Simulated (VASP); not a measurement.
CoO:

```
CELL_PARAMETERS angstrom
0.00000 2.13150 2.13150
2.13150 0.00000 2.13150
2.13150 2.13150 0.00000
ATOMIC_POSITIONS crystal
Co 0.00000 0.00000 0.00000
O 0.50000 0.50000 0.50000
```

Base run:

* Program: VASP 6.6.1
* Functional: PBE
* Potentials or basis: VASP PAW PBE potentials, release 64 (Co, O)
* Cutoff: 520 eV
* k mesh: 14 × 14 × 14
* Occupations: gaussian, width 0.02 eV
* Spin: collinear spin, ferromagnetic start
* Starting moments: [3.0, 0.0] μB

Its results: band gap on the k mesh none (metal or under the smearing width); pressure -2.1 GPa; net moment 2.96 μB per cell; site moments Co +2.59; O +0.32 μB.

**Question.** The run is repeated on the same cell with these changes: cutoff from 520 eV to 700 eV; k mesh from 14 × 14 × 14 to 10 × 10 × 10. What comes out?

**Answer.** Band gap on the k mesh none (metal or under the smearing width); pressure -2.6 GPa; net moment 2.93 μB per cell; site moments Co +2.57; O +0.30 μB.

Caveats: a cell with one magnetic atom can't hold antiferromagnetic order, which such compounds often take; semilocal functionals often make such compounds metallic where correlation or magnetic order opens a gap, which also shifts bond lengths.
